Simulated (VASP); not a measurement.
Method: PW91 GGA, VASP's PBE PAW potentials (set 64) (plane waves; VASP 6.6.1).

The input files of a VASP run:

File POSCAR:
```
MnF2
4.9250690
  1.0000000076   0.0000000000   0.0000000000
  0.0000000000   1.0000000076   0.0000000000
  0.0000000000   0.0000000000   0.6743386989
Mn F
2 4
Cartesian
  0.0000000000   0.0000000000   0.0000000000
  0.5000000038   0.5000000038   0.3371693494
  0.3035581236   0.3035581236   0.0000000000
  0.8035581274   0.1964418802   0.3371693494
  0.1964418802   0.8035581274   0.3371693494
  0.6964418840   0.6964418840   0.0000000000
```

### KPOINTS
```
Automatic
0
Gamma
5 5 8
0 0 0
```

### INCAR
```
SYSTEM = MnF2
PREC = Accurate
ENCUT = 520
EDIFF = 1E-7
NELM = 100
ALGO = Normal
LREAL = .FALSE.
LASPH = .TRUE.
ISMEAR = -5
GGA = 91
LMAXMIX = 4
ISPIN = 2
MAGMOM = 4.5 -4.5 -0.0 0.0 0.0 -0.0
LORBIT = 11
LWAVE = .FALSE.
LCHARG = .TRUE.
NEDOS = 601
ISIF = 2
LEFG = .TRUE.
```

POTCAR, in this order: Mn_pv F (PBE.64 set). Program: vasp_std.

Problem. What will the output report for the number of irreducible k-points (NKPTS), largest plane-wave count, number of space-group operations, FFT grid (NGX, NGY, NGZ)?

Solution. 
```
Item                                           Value
--------------------------------------  ------------
number of irreducible k-points (NKPTS)            30
largest plane-wave count                        2190
number of space-group operations                  16
FFT grid (NGX, NGY, NGZ)                40 × 40 × 28
```

The compound is MnF2 in the rutile structure. It was relaxed first.
